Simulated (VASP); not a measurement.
A convergence study with VASP on HgS (zinc blende): one setting is varied, all else stays as given below, so the limit is that of these other settings.

```
HgS
1.0
    0.00000     2.92500     2.92500
    2.92500     0.00000     2.92500
    2.92500     2.92500     0.00000
Hg S
1 1
Cartesian
  0.00000   0.00000   0.00000
  1.46250   1.46250   1.46250
```

The numbers are results of PBE GGA, VASP's PBE PAW potentials (set 64) (plane waves; VASP 6.6.1), not measurements. The tightest run used: 550 eV cut-off, 13×13×13 Monkhorst-Pack mesh, Gaussian smearing of 0.050 eV, potentials Hg S.

The reference is 13×13×13 mesh, which took about 40 core-seconds. Times come from single runs on busy shared machines, so they are rough: good to a factor of about 2.

Problem. Of the settings 1×1×1 mesh; 2×2×2 mesh; 3×3×3 mesh; 4×4×4 mesh; 5×5×5 mesh; 6×6×6 mesh; 7×7×7 mesh; 8×8×8 mesh; 9×9×9 mesh; 10×10×10 mesh; 11×11×11 mesh; 12×12×12 mesh; 13×13×13 mesh, which is the lowest that keeps the difference from the reference in the stress, largest component (GPa) within 0.2 from there on, and what does it cost?

Solution. 4×4×4 mesh; its cost over the reference is about 1/5.
| setting | difference in the stress, largest component (GPa) | cost over the reference |
|---|---|---|
| 1×1×1 mesh | 53.23 | about 1/10 |
| 2×2×2 mesh | 0.26 | about 1/10 |
| 3×3×3 mesh | 1.02 | about 1/10 |
| 4×4×4 mesh | 0.00 | about 1/5 |
| 5×5×5 mesh | 0.11 | about 1/6 |
| 6×6×6 mesh | 0.00 | about 1/3 |
| 7×7×7 mesh | 0.02 | about 1/3 |
| 8×8×8 mesh | 0.00 | within a factor of 2 |
| 9×9×9 mesh | 0.01 | about 1/2 |
| 10×10×10 mesh | 0.00 | within a factor of 2 |
| 11×11×11 mesh | 0.00 | within a factor of 2 |
| 12×12×12 mesh | 0.00 | about 2 times |
| 13×13×13 mesh | 0.00 | reference |

Left out are rungs that failed or repeat a setting and relaxations that didn't move; long series are thinned to 24 rows.

The compound is HgS in the zinc blende structure, metacinnabar; cinnabar is the stable form. The cell was not relaxed at this level.
